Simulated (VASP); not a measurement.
# RuSe (Pm-3m) in VASP: a series of runs

Aim: see how the results for RuSe move with the level of theory and the settings. Levels: LDA, PBE, PBEsol, RPBE, revPBE. Tasks: relaxation of cell and atoms.

Everything below comes from runs of VASP 6.6.1. Logs are shortened: lines on timing, memory, paths and dates and some standing lists are left out, and cuts for length are marked.

## (1) The crystal as given

It takes space group Pm-3m (No. 221, cubic). Conventional cell: a = 3.188 Å, b = 3.188 Å, c = 3.188 Å, α = 90.00°, β = 90.00°, γ = 90.00°. Ru (site symmetry m-3m) has 8 Se at 2.76 Å as nearest neighbours. Around Se (site symmetry m-3m) lie 8 Ru at 2.76 Å.

The cell comes from a database or a generator and needn't be the stable form of this composition.

## (2) Relaxation of cell and atoms, LDA

File INCAR:

```
SYSTEM = RuSe
PREC = Accurate
ENCUT = 600
EDIFF = 1E-7
ISMEAR = -1
SIGMA = 0.05
LREAL = .FALSE.
LASPH = .TRUE.
NELM = 80
ALGO = Normal
ISIF = 3
LWAVE = .FALSE.
LCHARG = .FALSE.
GGA = CA
IBRION = 2
NSW = 40
EDIFFG = -0.01
```

File KPOINTS:

```
regular mesh
0
G
  8 8 8
  0 0 0
```

File POSCAR:

```
RuSe
1.0
    3.1876923100      0.0000000000      0.0000000000
    0.0000000000      3.1876923100      0.0000000000
    0.0000000000      0.0000000000      3.1876923100
Ru Se
1 1
Direct
    0.0000000000      0.0000000000      0.0000000000
    0.5000000000      0.5000000000      0.5000000000
```

Potentials or basis: VASP PAW LDA potentials, release 64 (Ru_pv, Se).

Started as:

```sh
cat potpaw_LDA.64/Ru_pv/POTCAR potpaw_LDA.64/Se/POTCAR > POTCAR
mpirun -np 1 vasp_std > vasp.out
```

OUTCAR:

```text
SYSTEM = RuSe
   PREC = Accurate
   ENCUT = 600
   EDIFF = 1E-7
   ISMEAR = -1
   LREAL = .FALSE.
   LASPH = .TRUE.
   NELM = 80
   ISIF = 3
   GGA = CA
   IBRION = 2
   NSW = 40
   EDIFFG = -0.01

 ion  position               nearest neighbor table
   1  0.000  0.000  0.000-   2 2.76   2 2.76   2 2.76   2 2.76   2 2.76   2 2.76   2 2.76   2 2.76

   2  0.500  0.500  0.500-   1 2.76   1 2.76   1 2.76   1 2.76   1 2.76   1 2.76   1 2.76   1 2.76

  LATTYP: Found a simple cubic cell.
 ALAT       =     3.1876923100

  Lattice vectors:

 A1 = (   3.1876923100,   0.0000000000,   0.0000000000)
 A2 = (   0.0000000000,   3.1876923100,   0.0000000000)
 A3 = (   0.0000000000,   0.0000000000,   3.1876923100)

Analysis of symmetry for initial positions (statically):
=====================================================================
 Subroutine PRICEL returns:
 Original cell was already a primitive cell.

 Routine SETGRP: Setting up the symmetry group for a
 simple cubic supercell.

 Subroutine GETGRP returns: Found 48 space group operations
 (whereof 48 operations were pure point group operations)
 out of a pool of 48 trial point group operations.

The static configuration has the point symmetry O_h .

Analysis of symmetry for dynamics (positions and initial velocities):
=====================================================================
 Subroutine PRICEL returns:
 Original cell was already a primitive cell.

 Routine SETGRP: Setting up the symmetry group for a
 simple cubic supercell.

 Subroutine GETGRP returns: Found 48 space group operations
 (whereof 48 operations were pure point group operations)
 out of a pool of 48 trial point group operations.

The dynamic configuration has the point symmetry O_h .

 Subroutine INISYM returns: Found 48 space group operations
 (whereof 48 operations are pure point group operations),
 and found     1 'primitive' translations

----------------------------------------------------------------------------------------

                                     Primitive cell

  volume of cell :      32.3914

  direct lattice vectors                    reciprocal lattice vectors
     3.187692310  0.000000000  0.000000000     0.313706563  0.000000000  0.000000000
     0.000000000  3.187692310  0.000000000     0.000000000  0.313706563  0.000000000
     0.000000000  0.000000000  3.187692310     0.000000000  0.000000000  0.313706563

  length of vectors
     3.187692310  3.187692310  3.187692310     0.313706563  0.313706563  0.313706563

  position of ions in fractional coordinates (direct lattice)
     0.000000000  0.000000000  0.000000000
[... 75 lines left out ...]
   LASPH  =      T    aspherical Exc in radial PAW
   ENCUT  =  600.0 eV  44.10 Ry    6.64 a.u.   6.37  6.37  6.37*2*pi/ulx,y,z
   NELM   =     80;   NELMIN=  2; NELMDL= -5     # of ELM steps
   EDIFF  = 0.1E-06   stopping-criterion for ELM
   LREAL  =      F    real-space projection
   EDIFFG = -.1E-01   stopping-criterion for IOM
   NSW    =     40    number of steps for IOM
   IBRION =      2    ionic relax: 0-MD 1-quasi-New 2-CG
   NFREE  =      1    steps in history (QN), initial steepest desc. (CG)
   ISIF   =      3    stress and relaxation
   ISYM   =      2    0-nonsym 1-usesym 2-fastsym
   POTIM  = 0.5000    time-step for ionic-motion
   TEBEG  =    0.0;   TEEND  =   0.0 temperature during run
   PSTRESS=    0.0 pullay stress
   NELECT =      20.0000    total number of electrons
   NUPDOWN=      -1.0000    fix difference up-down
   EMIN   =  10.00;   EMAX   =-10.00  energy-range for DOS
   EFERMI =   0.00;   METHOD = LEGACY
   ISMEAR =    -1;   SIGMA  =   0.05  broadening in eV -4-tet -1-fermi 0-gaus
   EFERMI_NEDOS =   21; number of points for ismear=-14 and -15
   IALGO  =     38    algorithm
   IMIX   =      4    mixing-type and parameters
     AMIX     =   0.40;   BMIX     =  1.00
     AMIX_MAG =   1.60;   BMIX_MAG =  1.00
  volume/ion in A,a.u.               =      16.20       109.29
  Fermi-wavevector in a.u.,A,eV,Ry     =   1.394040  2.634353 26.440832  1.943346
  Thomas-Fermi vector in A             =   2.517627
   LORBIT       =      0    0 simple, 1 ext, 2 COOP (PROOUT), +10 PAW based schemes
   GGA     = CA    functional components
   LHFCALC =     F    Hartree Fock is set to
   AEXX    =    0.0000 exact exchange contribution
   IVDW    =     0    specifies the selected vdW correction
   LEPSILON=     F    determine dielectric tensor
   LRPA    =     F    only Hartree local field effects (RPA)
 conjugate gradient relaxation of ions
 non-spin polarized calculation
  energy-cutoff  :      600.00
  volume of cell :       32.39
 maximum number of plane-waves:      1108
 NGX is ok and might be reduce to    28
   NGX = 13   NGY = 13   NGZ = 13

--------------------------------------- Ionic step        1  -------------------------------------------

 number of electron      20.0000007 magnetization

 Free energy of the ion-electron system (eV)
  ---------------------------------------------------
  ext. energy  EPLUGINS =         0.00000000
  ---------------------------------------------------
  free energy    TOTEN  =       -14.23216702 eV

  energy without entropy =      -14.21280085  energy(sigma->0) =      -14.22248394

 E-fermi :   9.5159     XC(G=0): -12.5383

 val. band max:        9.5145166387   @ k =   0.1250   0.0000   0.0000
 cond. band min:       9.5203648760   @ k =   0.5000   0.5000   0.0000
 fundamental gap:      0.0058482373
 Fermi energy:         9.5158790845

 k-point     1 :       0.0000    0.0000    0.0000
  band No.  band energies     occupation
      1     -32.8686      2.00000
      2     -32.8686      2.00000
      3     -32.8686      2.00000
      4      -6.5097      2.00000
      5       5.8887      2.00000
      6       5.8887      2.00000
      7       7.9145      2.00000
      8       7.9145      2.00000
      9       7.9145      2.00000
     10       8.6997      2.00000
     11       8.6997      2.00000
     12       8.6997      2.00000
     13      11.8963      0.00000
     14      18.2274      0.00000
[... 606 lines left out ...]
--------------------------------------- Ionic step        7  -------------------------------------------

 number of electron      20.0000002 magnetization

 Free energy of the ion-electron system (eV)
  ---------------------------------------------------
  ext. energy  EPLUGINS =         0.00000000
  ---------------------------------------------------
  free energy    TOTEN  =       -14.44995265 eV

  energy without entropy =      -14.43207826  energy(sigma->0) =      -14.44101546

 E-fermi :  11.3705     XC(G=0): -13.1316

 val. band max:       11.3577946407   @ k =   0.1250   0.1250   0.1250
 cond. band min:      11.3919734137   @ k =   0.1250   0.1250   0.1250
 fundamental gap:      0.0341787729
 Fermi energy:        11.3705068102

 k-point     1 :       0.0000    0.0000    0.0000
  band No.  band energies     occupation
      1     -31.2466      2.00000
      2     -31.2466      2.00000
      3     -31.2466      2.00000
      4      -5.6725      2.00000
      5       6.9467      2.00000
      6       6.9467      2.00000
      7       9.6008      2.00000
      8       9.6008      2.00000
      9       9.6008      2.00000
     10      10.3352      2.00000
     11      10.3352      2.00000
     12      10.3352      2.00000
     13      14.7294      0.00000
     14      20.3154      0.00000
[... 420 lines left out ...]
  FREE ENERGIE OF THE ION-ELECTRON SYSTEM (eV)
  ---------------------------------------------------
  free  energy   TOTEN  =       -14.4499526513 eV

  energy  without entropy=      -14.4320782617  energy(sigma->0) =      -14.44101546

 reached required accuracy - stopping structural energy minimisation
```

OSZICAR:

```text
N       E                     dE             d eps       ncg     rms          rms(c)
DAV:   1     0.160152851380E+03    0.16015E+03   -0.12187E+04   980   0.155E+03
DAV:   2    -0.986502100963E+01   -0.17002E+03   -0.16694E+03  1166   0.376E+02
DAV:   3    -0.144842048400E+02   -0.46192E+01   -0.45414E+01  1160   0.614E+01
[... 67 lines left out ...]
DAV:   3    -0.144499626989E+02    0.22756E-03   -0.51865E-04  1004   0.252E-01    0.283E-02
DAV:   4    -0.144499518844E+02    0.10814E-04   -0.71843E-05  1016   0.720E-02    0.861E-03
DAV:   5    -0.144499523015E+02   -0.41705E-06   -0.11890E-06  1186   0.110E-02    0.630E-03
DAV:   6    -0.144499526522E+02   -0.35067E-06   -0.49236E-07  1082   0.617E-03    0.641E-04
DAV:   7    -0.144499526513E+02    0.86493E-09   -0.14684E-08   778   0.103E-03
   7 F= -.14449953E+02 E0= -.14441015E+02  d E =-.190344E-04
```

It took 35 s on 1 thread of Intel Xeon 6975P-C (Granite Rapids), shared host; peak memory 0.16 GiB.

Results:

```yaml
Free_energy: -14.4500 eV
Relaxed_volume: 14.48 Å³/atom
Relaxed_cell: a = 3.071 Å, b = 3.071 Å, c = 3.071 Å, α = 90.00°, β = 90.00°, γ = 90.00°
Space_group_after_relaxing_to_0.05_Å: Pm-3m (No. 221)
Energy_gained_by_relaxing: 108.9 meV/atom
Ionic_steps: 7
Pressure_after_relaxing: 0.0 GPa
Band_gap_on_the_k_mesh: none (metal or under the smearing width)
```

Step by step:
| step | energy change (eV) | largest force (eV/Å) | pressure (GPa) | volume (Å³) |
| --- | --- | --- | --- | --- |
| 1 | 0.0000 | 0.0000 | -18.18 | 32.39 |
| 2 | 0.4148 | 0.0000 | 53.18 | 24.52 |
| 3 | -0.2172 | 0.0000 | -1.21 | 29.13 |
| 4 | -0.2178 | 0.0000 | -0.28 | 29.00 |
| 5 | -0.2178 | 0.0000 | 0.21 | 28.93 |
| 6 | -0.2177 | 0.0000 | -0.31 | 29.00 |
| 7 | -0.2178 | 0.0000 | 0.00 | 28.96 |

Final structure:
```xyz
2
Lattice="3.0710 0.0000 0.0000 0.0000 3.0710 0.0000 0.0000 0.0000 3.0710" Properties=species:S:1:pos:R:3 pbc="T T T"
Ru    0.0000    0.0000    3.0710
Se    1.5355    1.5355    1.5355
```

## (3) Relaxation of cell and atoms, PBE

INCAR: that of step 2 with these lines changed.

```diff
@@ -13,3 +13,3 @@
 LCHARG = .FALSE.
-GGA = CA
+GGA = PE
 IBRION = 2
```

KPOINTS is that of step 2.

POSCAR is that of step 2.

Potentials or basis: VASP PAW PBE potentials, release 64 (Ru_pv, Se).

Started as:

```sh
cat potpaw_PBE.64/Ru_pv/POTCAR potpaw_PBE.64/Se/POTCAR > POTCAR
mpirun -np 1 vasp_std > vasp.out
```

OUTCAR:

```text
SYSTEM = RuSe
   PREC = Accurate
   ENCUT = 600
   EDIFF = 1E-7
   ISMEAR = -1
   LREAL = .FALSE.
   LASPH = .TRUE.
   NELM = 80
   ISIF = 3
   GGA = PE
   IBRION = 2
   NSW = 40
   EDIFFG = -0.01

 ion  position               nearest neighbor table
   1  0.000  0.000  0.000-   2 2.76   2 2.76   2 2.76   2 2.76   2 2.76   2 2.76   2 2.76   2 2.76

   2  0.500  0.500  0.500-   1 2.76   1 2.76   1 2.76   1 2.76   1 2.76   1 2.76   1 2.76   1 2.76

  LATTYP: Found a simple cubic cell.
 ALAT       =     3.1876923100

  Lattice vectors:

 A1 = (   3.1876923100,   0.0000000000,   0.0000000000)
 A2 = (   0.0000000000,   3.1876923100,   0.0000000000)
 A3 = (   0.0000000000,   0.0000000000,   3.1876923100)

Analysis of symmetry for initial positions (statically):
=====================================================================
 Subroutine PRICEL returns:
 Original cell was already a primitive cell.

 Routine SETGRP: Setting up the symmetry group for a
 simple cubic supercell.

 Subroutine GETGRP returns: Found 48 space group operations
 (whereof 48 operations were pure point group operations)
 out of a pool of 48 trial point group operations.

The static configuration has the point symmetry O_h .

Analysis of symmetry for dynamics (positions and initial velocities):
=====================================================================
 Subroutine PRICEL returns:
 Original cell was already a primitive cell.

 Routine SETGRP: Setting up the symmetry group for a
 simple cubic supercell.

 Subroutine GETGRP returns: Found 48 space group operations
 (whereof 48 operations were pure point group operations)
 out of a pool of 48 trial point group operations.

The dynamic configuration has the point symmetry O_h .

 Subroutine INISYM returns: Found 48 space group operations
 (whereof 48 operations are pure point group operations),
 and found     1 'primitive' translations

----------------------------------------------------------------------------------------

                                     Primitive cell

[... 105 lines left out ...]
   ISMEAR =    -1;   SIGMA  =   0.05  broadening in eV -4-tet -1-fermi 0-gaus
   EFERMI_NEDOS =   21; number of points for ismear=-14 and -15
   IALGO  =     38    algorithm
   IMIX   =      4    mixing-type and parameters
     AMIX     =   0.40;   BMIX     =  1.00
     AMIX_MAG =   1.60;   BMIX_MAG =  1.00
  volume/ion in A,a.u.               =      16.20       109.29
  Fermi-wavevector in a.u.,A,eV,Ry     =   1.394040  2.634353 26.440832  1.943346
  Thomas-Fermi vector in A             =   2.517627
   LORBIT       =      0    0 simple, 1 ext, 2 COOP (PROOUT), +10 PAW based schemes
   GGA     = PE    functional components
   LHFCALC =     F    Hartree Fock is set to
   AEXX    =    0.0000 exact exchange contribution
   IVDW    =     0    specifies the selected vdW correction
   LEPSILON=     F    determine dielectric tensor
   LRPA    =     F    only Hartree local field effects (RPA)
 conjugate gradient relaxation of ions
 non-spin polarized calculation
  energy-cutoff  :      600.00
  volume of cell :       32.39
 maximum number of plane-waves:      1108
 NGX is ok and might be reduce to    28
   NGX = 13   NGY = 13   NGZ = 13

--------------------------------------- Ionic step        1  -------------------------------------------

 number of electron      20.0000006 magnetization

 Free energy of the ion-electron system (eV)
  ---------------------------------------------------
  ext. energy  EPLUGINS =         0.00000000
  ---------------------------------------------------
  free energy    TOTEN  =       -12.12819957 eV

  energy without entropy =      -12.10858896  energy(sigma->0) =      -12.11839426

 E-fermi :   9.5434     XC(G=0): -12.3282

 val. band max:        9.5382462579   @ k =   0.3750   0.3750   0.0000
 cond. band min:       9.5515709806   @ k =   0.1250   0.1250   0.1250
 fundamental gap:      0.0133247227
 Fermi energy:         9.5433536498

 k-point     1 :       0.0000    0.0000    0.0000
  band No.  band energies     occupation
      1     -33.0430      2.00000
      2     -33.0430      2.00000
      3     -33.0430      2.00000
      4      -6.4916      2.00000
      5       5.9328      2.00000
      6       5.9328      2.00000
      7       7.9390      2.00000
      8       7.9390      2.00000
      9       7.9390      2.00000
     10       8.7244      2.00000
     11       8.7244      2.00000
     12       8.7244      2.00000
     13      12.0427      0.00000
     14      18.1812      0.00000
[... 498 lines left out ...]
--------------------------------------- Ionic step        4  -------------------------------------------

 number of electron      19.9999995 magnetization

 Free energy of the ion-electron system (eV)
  ---------------------------------------------------
  ext. energy  EPLUGINS =         0.00000000
  ---------------------------------------------------
  free energy    TOTEN  =       -12.17790836 eV

  energy without entropy =      -12.15905531  energy(sigma->0) =      -12.16848184

 E-fermi :  10.4334     XC(G=0): -12.6301

 val. band max:       10.4283280314   @ k =   0.1250   0.1250   0.1250
 cond. band min:      10.4714339695   @ k =   0.2500   0.2500   0.1250
 fundamental gap:      0.0431059381
 Fermi energy:        10.4334009871

 k-point     1 :       0.0000    0.0000    0.0000
  band No.  band energies     occupation
      1     -32.2662      2.00000
      2     -32.2662      2.00000
      3     -32.2662      2.00000
      4      -6.0977      2.00000
      5       6.4379      2.00000
      6       6.4379      2.00000
      7       8.7446      2.00000
      8       8.7446      2.00000
      9       8.7446      2.00000
     10       9.5077      2.00000
     11       9.5077      2.00000
     12       9.5077      2.00000
     13      13.3955      0.00000
     14      19.1800      0.00000
[... 420 lines left out ...]
  FREE ENERGIE OF THE ION-ELECTRON SYSTEM (eV)
  ---------------------------------------------------
  free  energy   TOTEN  =       -12.1779083612 eV

  energy  without entropy=      -12.1590553104  energy(sigma->0) =      -12.16848184

 reached required accuracy - stopping structural energy minimisation
```

Wall time 28 s (1 thread of Intel Xeon 6975P-C (Granite Rapids), shared host); peak memory 0.17 GiB.

Results:

```yaml
Free_energy: -12.1779 eV
Relaxed_volume: 15.31 Å³/atom
Relaxed_cell: a = 3.129 Å, b = 3.129 Å, c = 3.129 Å, α = 90.00°, β = 90.00°, γ = 90.00°
Space_group_after_relaxing_to_0.05_Å: Pm-3m (No. 221)
Energy_gained_by_relaxing: 24.9 meV/atom
Ionic_steps: 4
Pressure_after_relaxing: 0.0 GPa
Band_gap_on_the_k_mesh: none (metal or under the smearing width)
```

Step by step:
```
step  energy change (eV)  largest force (eV/Å)  pressure (GPa)  volume (Å³)
   1              0.0000                0.0000           -8.55        32.39
   2              0.0448                0.0000           15.31        28.50
   3             -0.0497                0.0000           -0.16        30.66
   4             -0.0497                0.0000            0.04        30.63
```

Final structure:
```
Ru Se
1.0
     3.12876    0.00000    0.00000
     0.00000    3.12876    0.00000
     0.00000    0.00000    3.12876
Ru Se
1 1
Direct
  0.00000 0.00000 0.00000
  0.50000 0.50000 0.50000
```

Levels at points of the mesh, in eV from the Fermi level:
| k point | band 7 | band 8 | band 9 | band 10 | band 11 | band 12 | band 13 | band 14 |
| --- | --- | --- | --- | --- | --- | --- | --- | --- |
| (0.00, 0.00, 0.00) | -1.69 | -1.69 | -1.69 | -0.93 | -0.93 | -0.93 | 2.96 | 8.75 |
| (0.50, 0.00, 0.00) | -3.94 | -3.32 | -0.73 | 0.19 | 3.10 | 3.10 | 5.76 | 5.96 |
| (0.50, 0.50, 0.00) | -3.68 | -2.04 | -2.04 | -0.86 | 0.05 | 0.22 | 3.30 | 10.60 |
| (0.50, 0.50, 0.50) | -7.42 | 0.29 | 0.29 | 2.54 | 2.54 | 2.54 | 2.85 | 2.85 |

## (4) Relaxation of cell and atoms, PBEsol

INCAR: that of step 3 with these lines changed.

```diff
@@ -13,3 +13,3 @@
 LCHARG = .FALSE.
-GGA = PE
+GGA = PS
 IBRION = 2
```

KPOINTS is that of step 3.

POSCAR is that of step 3.

Started as:

```sh
cat potpaw_PBE.64/Ru_pv/POTCAR potpaw_PBE.64/Se/POTCAR > POTCAR
mpirun -np 1 vasp_std > vasp.out
```

Run time: 41 s. Hardware: 1 thread of Intel Xeon 6975P-C (Granite Rapids), shared host; peak memory 0.18 GiB.

It converged, with:

* Free energy: -13.6174 eV
* Relaxed volume: 14.72 Å³/atom
* Relaxed cell: a = 3.088 Å, b = 3.088 Å, c = 3.088 Å, α = 90.00°, β = 90.00°, γ = 90.00°
* Space group after relaxing (to 0.05 Å): Pm-3m (No. 221)
* Energy gained by relaxing: 77.6 meV/atom
* Ionic steps: 7
* Pressure after relaxing: 0.0 GPa
* Band gap on the k mesh: none (metal or under the smearing width)

The path:
```csv
step,energy change (eV),largest force (eV/Å),pressure (GPa),volume (Å³)
1,0.0000,0.0000,-15.30,32.39
2,0.2484,0.0000,39.07,25.67
3,-0.1549,0.0000,-0.74,29.55
4,-0.1551,0.0000,-0.15,29.46
5,-0.1551,0.0000,0.24,29.41
6,-0.1551,0.0000,-0.33,29.49
7,-0.1551,0.0000,0.01,29.44
```

Final structure:
```cif
data_structure
_symmetry_space_group_name_H-M 'P 1'
_symmetry_Int_Tables_number 1
_cell_length_a 3.0878
_cell_length_b 3.0878
_cell_length_c 3.0878
_cell_angle_alpha 90.000
_cell_angle_beta 90.000
_cell_angle_gamma 90.000
_cell_volume 29.44
loop_
_atom_site_label
_atom_site_type_symbol
_atom_site_fract_x
_atom_site_fract_y
_atom_site_fract_z
_atom_site_occupancy
Ru1 Ru 0.00000 0.00000 0.00000 1
Se1 Se 0.50000 0.50000 0.50000 1
```

Levels at points of the mesh, in eV from the Fermi level:
```
           k point  band 7  band 8  band 9  band 10  band 11  band 12  band 13  band 14
(0.00, 0.00, 0.00)   -1.75   -1.75   -1.75    -1.01    -1.01    -1.01     3.24     8.82
(0.50, 0.00, 0.00)   -4.17   -3.59   -0.80     0.20     3.33     3.33     5.76     5.91
(0.50, 0.50, 0.00)   -3.97   -2.21   -2.21    -0.83     0.09     0.22     3.37    10.87
(0.50, 0.50, 0.50)   -7.82    0.31    0.31     2.41     2.41     2.41     3.05     3.05
```

Caveat: the PAW data sets were made with another functional, which shifts forces and pressure a little.

[end of part 1 of 2]
